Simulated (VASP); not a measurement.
Level of theory: LDA (Ceperley-Alder, Perdew-Zunger), VASP's LDA PAW potentials (set 64) (plane waves; VASP 6.6.1).

Input for VASP

File KPOINTS:
```
kpoints
0
G
  7 7 2
```

### INCAR
```
ALGO = Normal
EDIFF = 1E-8
ENCUT = 400
ISMEAR = 0
LASPH = .TRUE.
LCHARG = .FALSE.
LEPSILON = .TRUE.
LMAXMIX = 4
LREAL = .FALSE.
LWAVE = .FALSE.
NELM = 100
PREC = Accurate
SIGMA = 0.01
SYSTEM = Te2Mo
```

File POSCAR:
```
Te2Mo
1.0
  3.4653495469   0.0000000000   0.0000000000
 -1.7326747734   3.0010810875   0.0000000000
  0.0000000000   0.0000000000  17.5559367381
Te Mo
2 1
Cartesian
 -0.0000017326   2.0007217254  15.7565436425
 -0.0000017326   2.0007217254   1.7993930956
  0.0000000000   0.0000000000   0.0000000000
```

POTCAR, in this order: Te Mo_sv (LDA.64 set). Program: vasp_std.

Output of the run:

OSZICAR:
```
...
RMM:   8    -0.369100742797E+01    0.23747E-07   -0.55474E-07   793   0.366E-04
RMM:   9    -0.369100741012E+01    0.17845E-07   -0.12753E-07   592   0.114E-04
RMM:  10    -0.369100741113E+01   -0.10098E-08   -0.21787E-07   430   0.536E-05
RMM:  11    -0.369100740860E+01    0.25310E-08    0.58041E-08   379   0.448E-05
 Linear response to external field (no local field effect), progress :
  Direction:   2
       N       E                     dE             d eps       ncg     rms          rms(c)
RMM:   1    -0.372115636667E+01   -0.37212E+01   -0.23047E+01  1228   0.883E+00
RMM:   2    -0.405134069369E+01   -0.33018E+00   -0.28986E-01   900   0.163E+00
RMM:   3    -0.405700312611E+01   -0.56624E-02   -0.20392E-02   936   0.334E-01
RMM:   4    -0.405717591648E+01   -0.17279E-03   -0.94480E-04   966   0.741E-02
RMM:   5    -0.405719138134E+01   -0.15465E-04   -0.79779E-05   975   0.180E-02
RMM:   6    -0.405719186595E+01   -0.48461E-06   -0.15778E-05   966   0.482E-03
RMM:   7    -0.405719181402E+01    0.51927E-07   -0.30449E-06   927   0.117E-03
RMM:   8    -0.405719178848E+01    0.25547E-07    0.10264E-06   810   0.316E-04
RMM:   9    -0.405719177957E+01    0.89086E-08   -0.11901E-07   534   0.107E-04
RMM:  10    -0.405719177648E+01    0.30898E-08   -0.36410E-07   445   0.555E-05
RMM:  11    -0.405719177408E+01    0.23950E-08   -0.24132E-08   382   0.453E-05
 Linear response to external field (no local field effect), progress :
  Direction:   3
       N       E                     dE             d eps       ncg     rms          rms(c)
RMM:   1    -0.177124931897E+01   -0.17712E+01   -0.74656E+00  1150   0.753E+00
RMM:   2    -0.185577179243E+01   -0.84522E-01   -0.85950E-02   864   0.137E+00
RMM:   3    -0.185744569404E+01   -0.16739E-02   -0.41326E-03   868   0.262E-01
RMM:   4    -0.185750588309E+01   -0.60189E-04   -0.21082E-04   918   0.591E-02
RMM:   5    -0.185750877258E+01   -0.28895E-05   -0.15112E-05   918   0.151E-02
RMM:   6    -0.185750904324E+01   -0.27066E-06   -0.69987E-07   865   0.368E-03
RMM:   7    -0.185750905795E+01   -0.14709E-07    0.28944E-08   825   0.956E-04
RMM:   8    -0.185750906403E+01   -0.60788E-08    0.12337E-08   731   0.249E-04
 Linear response to external field, progress :
  Direction:   1
       N       E                     dE             d eps       ncg     rms          rms(c)
RMM:   1    -0.354291834371E+01   -0.35429E+01   -0.21987E+01  3836   0.862E+00
RMM:   2    -0.386713979562E+01   -0.32422E+00   -0.28185E-01  2755   0.161E+00    0.379E+00
RMM:   3    -0.375026193854E+01    0.11688E+00   -0.12648E-01  2652   0.240E+00    0.205E+00
RMM:   4    -0.381825123376E+01   -0.67989E-01   -0.10971E-01  2782   0.238E+00    0.342E-01
RMM:   5    -0.383126831602E+01   -0.13017E-01   -0.32751E-04  2750   0.614E-01    0.534E-02
RMM:   6    -0.383544103001E+01   -0.41727E-02   -0.54037E-04  2890   0.162E-01    0.270E-02
RMM:   7    -0.383612862806E+01   -0.68760E-03   -0.24767E-04  2926   0.584E-02    0.132E-02
RMM:   8    -0.383637212838E+01   -0.24350E-03   -0.23769E-04  2831   0.249E-02    0.386E-03
RMM:   9    -0.383654297696E+01   -0.17085E-03   -0.51514E-05  3111   0.747E-03    0.175E-03
RMM:  10    -0.383664746166E+01   -0.10448E-03    0.46619E-06  2987   0.271E-03    0.620E-04
RMM:  11    -0.383667007565E+01   -0.22614E-04    0.17977E-05  3163   0.953E-04    0.222E-04
RMM:  12    -0.383667863921E+01   -0.85636E-05    0.98413E-06  3395   0.419E-04    0.542E-05
RMM:  13    -0.383668272234E+01   -0.40831E-05   -0.96596E-06  3420   0.186E-04    0.349E-05
RMM:  14    -0.383667888684E+01    0.38355E-05    0.28569E-05  2725   0.136E-04    0.165E-05
RMM:  15    -0.383667786230E+01    0.10245E-05    0.35042E-05  2461   0.128E-04    0.125E-05
RMM:  16    -0.383667834027E+01   -0.47797E-06    0.31500E-05  2493   0.130E-04    0.773E-06
 Linear response to external field, progress :
  Direction:   2
       N       E                     dE             d eps       ncg     rms          rms(c)
RMM:   1    -0.356716156419E+01   -0.35672E+01   -0.22229E+01  2448   0.863E+00
RMM:   2    -0.386801131403E+01   -0.30085E+00   -0.26923E-01  1773   0.160E+00    0.379E+00
RMM:   3    -0.374507044686E+01    0.12294E+00   -0.70020E-02  1679   0.239E+00    0.205E+00
RMM:   4    -0.381624553233E+01   -0.71175E-01   -0.86257E-02  1721   0.238E+00    0.346E-01
RMM:   5    -0.383130575683E+01   -0.15060E-01   -0.83374E-03  1711   0.640E-01    0.150E-01
RMM:   6    -0.383460917740E+01   -0.33034E-02   -0.58579E-03  1728   0.244E-01    0.370E-02
RMM:   7    -0.383625862601E+01   -0.16494E-02   -0.93722E-04  1919   0.784E-02    0.183E-02
RMM:   8    -0.383664433342E+01   -0.38571E-03    0.53348E-04  1786   0.243E-02    0.516E-03
RMM:   9    -0.383692196617E+01   -0.27763E-03   -0.35187E-05  1872   0.892E-03    0.244E-03
RMM:  10    -0.383702739141E+01   -0.10543E-03    0.18952E-05  1856   0.345E-03    0.839E-04
RMM:  11    -0.383704857197E+01   -0.21181E-04    0.18967E-06  1996   0.128E-03    0.249E-04
RMM:  12    -0.383705421304E+01   -0.56411E-05   -0.66477E-06  2051   0.406E-04    0.732E-05
RMM:  13    -0.383705655167E+01   -0.23386E-05   -0.49731E-06  1939   0.156E-04    0.312E-05
RMM:  14    -0.383705635253E+01    0.19914E-06   -0.53797E-06  1496   0.102E-04    0.109E-05
RMM:  15    -0.383705585061E+01    0.50192E-06   -0.48628E-06  1345   0.915E-05    0.760E-06
 Linear response to external field, progress :
  Direction:   3
       N       E                     dE             d eps       ncg     rms          rms(c)
RMM:   1    -0.177124931897E+01   -0.17712E+01   -0.74656E+00  1150   0.753E+00
RMM:   2    -0.185577179243E+01   -0.84522E-01   -0.85950E-02   864   0.137E+00    0.426E+00
RMM:   3    -0.442769389724E+00    0.14130E+01   -0.39561E+00  1052   0.579E+00    0.134E+00
RMM:   4    -0.322992774284E+00    0.11978E+00   -0.16519E-01   776   0.168E+00    0.575E-01
RMM:   5    -0.295610965496E+00    0.27382E-01   -0.71449E-02   766   0.957E-01    0.288E-01
RMM:   6    -0.293961834177E+00    0.16491E-02   -0.11660E-02   830   0.283E-01    0.249E-01
RMM:   7    -0.294333123280E+00   -0.37129E-03   -0.62978E-03   856   0.261E-01    0.510E-02
RMM:   8    -0.295131977594E+00   -0.79885E-03   -0.16897E-03   825   0.106E-01    0.406E-02
RMM:   9    -0.296923289026E+00   -0.17913E-02   -0.55509E-04   863   0.113E-01    0.422E-02
RMM:  10    -0.297409353809E+00   -0.48606E-03    0.22931E-05   844   0.415E-02    0.151E-02
RMM:  11    -0.297849456126E+00   -0.44010E-03    0.51923E-04   851   0.407E-02    0.103E-02
RMM:  12    -0.298073582880E+00   -0.22413E-03   -0.28502E-03   872   0.260E-02    0.111E-02
RMM:  13    -0.297770117650E+00    0.30347E-03    0.45273E-04   920   0.136E-02    0.255E-03
RMM:  14    -0.297781992160E+00   -0.11875E-04    0.19958E-04   859   0.450E-03    0.124E-03
RMM:  15    -0.297819919919E+00   -0.37928E-04    0.16700E-04   864   0.171E-03    0.714E-04
RMM:  16    -0.297889586074E+00   -0.69666E-04   -0.25608E-04   914   0.260E-03    0.408E-04
RMM:  17    -0.297881713462E+00    0.78726E-05   -0.95233E-05   833   0.485E-04    0.110E-04
RMM:  18    -0.297878608384E+00    0.31051E-05    0.14255E-05   691   0.156E-04    0.753E-05
RMM:  19    -0.297877648171E+00    0.96021E-06   -0.64265E-06   596   0.127E-04    0.270E-05
RMM:  20    -0.297877590974E+00    0.57197E-07   -0.30993E-06   260   0.447E-05    0.138E-05
RMM:  21    -0.297877270633E+00    0.32034E-06    0.14629E-06   196   0.468E-05    0.205E-06
```

OUTCAR:
```
------------------------ aborting loop because EDIFF is reached ----------------------------------------

 HEAD OF MICROSCOPIC STATIC DIELECTRIC TENSOR (INDEPENDENT PARTICLE, excluding Hartree and local field effects)
 ------------------------------------------------------
           8.679234     0.000000     0.000000
           0.000000     8.679236     0.000000
           0.000000     0.000000     4.681953
 ------------------------------------------------------

 MACROSCOPIC STATIC DIELECTRIC TENSOR (including local field effects in DFT)
 ------------------------------------------------------
           8.273495     0.000000     0.000000
           0.000000     8.273497    -0.000000
          -0.000000     0.000000     1.558811
 ------------------------------------------------------

 PIEZOELECTRIC TENSOR (including local field effects)  for field in x, y, z        (e  Angst)
          XX          YY          ZZ          XY          YZ          ZX
  --------------------------------------------------------------------------------
  x     0.00000    -0.00000    -0.00000     1.57454     0.00000     0.00000
  y     1.57454    -1.57454    -0.00000    -0.00000     0.00000     0.00000
  z     0.00000     0.00000     0.00000     0.00000     0.00000     0.00000

 PIEZOELECTRIC TENSOR (including local field effects)  for field in x, y, z        (C/m^2)
          XX          YY          ZZ          XY          YZ          ZX
  --------------------------------------------------------------------------------
  x     0.00000    -0.00000    -0.00000     0.13817     0.00000     0.00000
  y     0.13817    -0.13817    -0.00000    -0.00000     0.00000     0.00000
  z     0.00000     0.00000     0.00000     0.00000     0.00000     0.00000

 BORN EFFECTIVE CHARGES (including local field effects) (in |e|, cummulative output)
 ---------------------------------------------------------------------------------
 ion    1
    1     1.66318     0.00000     0.00000
    2     0.00000     1.66318     0.00000
    3     0.00000     0.00000     0.12772
 ion    2
    1     1.66318     0.00000    -0.00000
    2     0.00000     1.66318     0.00000
    3    -0.00000     0.00000     0.12772
 ion    3
    1    -3.32636    -0.00000     0.00000
    2    -0.00000    -3.32636     0.00000
    3     0.00000     0.00000    -0.25544
```
(Selected blocks of OUTCAR.)

The cell holds a wide vacuum, so values per volume refer to the whole cell. The dielectric response may not be converged in the k-mesh; for small gaps it tends to come out too large.

The cell is a sheet with vacuum, built from a database entry that may be metastable or hypothetical.
